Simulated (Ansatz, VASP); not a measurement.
# Cu2Sn: VASP beside Ansatz

```
Cu Sn
1.0
     3.03485    0.00000    0.00000
    -1.51742    2.62825    0.00000
     0.00000    0.00000   13.37047
Cu Sn
4 2
Direct
  0.33333 0.66667 0.70173
  0.33333 0.66667 0.43203
  0.66667 0.33333 0.29827
  0.66667 0.33333 0.56797
  0.33333 0.66667 0.13084
  0.66667 0.33333 0.86916
```

Alike in both runs: functional PBE; k mesh 6 × 6 × 2; occupations gaussian, width 0.1 eV; no spin polarisation.

Ansatz relaxed the structure, and its values are those at the end. VASP's run is a single point on that final structure, the one shown.

|  | VASP | Ansatz |
| --- | --- | --- |
| version | VASP 6.6.1 | Ansatz 0.2.0 |
| potentials or method | VASP PAW PBE potentials, release 64 (Cu, Sn_d) | scalar-relativistic, plane waves, PAW |
| plane-wave cutoff (eV) | 520 | 420 |
| valence electrons in the cell | 72 | 104 |

|  | VASP | Ansatz | Ansatz less VASP |
| --- | --- | --- | --- |
| gap on the k mesh at the Fermi level (eV) | none | none | - |
| pressure (GPa) | 0.1 | -0.1 | -0.22 |
| rms of the force components (eV/Å) | 0.010 | 0.013 | +0.0025 |

A gap of «none» marks a metal or a gap that the smearing closes. The two sets of potentials don't hold the same shells in valence.

Caveats: the k mesh is coarse (spacing up to 0.40 Å⁻¹), so the values aren't converged.
